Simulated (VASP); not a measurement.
## W: transverse stress against strain

W (bcc, Im-3m, 15.967 Å³/atom and stress up to 0.08 GPa in the relaxed cell, cube axes along x, y and z) under an equal strain ε along x and y, with z held. r2SCAN in VASP (plane waves, PAW), 480 eV, 20×20×20 Γ-centred mesh, Methfessel-Paxton smearing 0.10 eV. Stress is positive for a compressed cell.

Here s stands for strain and y for stress zz.

```csv
strain (%),stress zz (GPa)
-3.00,?
-1.50,6.31
-1.00,4.07
-0.50,1.95
0.00,-0.08
0.50,-1.99
1.00,-3.82
1.50,-5.53
```

**Question.** Using a straight line, estimate the missing y at s = -3.00 from the other rows, showing the fit.

**Answer.** Means: s 0, y 0.130. About the means, the sum of products is -27.620 and the sum of squares of s is 7.0000; the slope is their ratio. Least squares gives y = 0.130 - 3.9457·s. Residuals (row less fit): 0.261, -0.006, -0.153, -0.210, -0.147, -0.004, 0.259; standard error 0.212 (degrees of freedom: 5). The slope gives the elastic constant 2C12 = about 390 GPa. At the withheld row, y = 0.130 - 3.9457 × (-3.0) = 11.967 GPa. The calculation gives 13.88 GPa, 1.913 GPa above the prediction (9.9 % of the range of y in the table). The row lies outside the fitted rows, so this is an extrapolation. From the scatter of the fitted rows alone, a prediction at this place has a standard error of 0.330 GPa, so the miss is 5.8 times that.

A polynomial of degree 2 through the 12 other runs of the series gives 13.67 there, so most of the miss is curvature that the fit leaves out. In a metal these values are sensitive to mesh and smearing; energies are taken to zero smearing, stresses follow the free energy. Spin-orbit coupling is left out, which can shift these values for the heavy elements here. Rows are the converged runs of the series near zero and its far end, less any whose ions stayed unrelaxed beside relaxed ones; series whose fitted rows scatter by over a few per cent of the range, as at a crossing or softening among them, aren't shown in this form. Most that stay on the fit to the last digits aren't either.
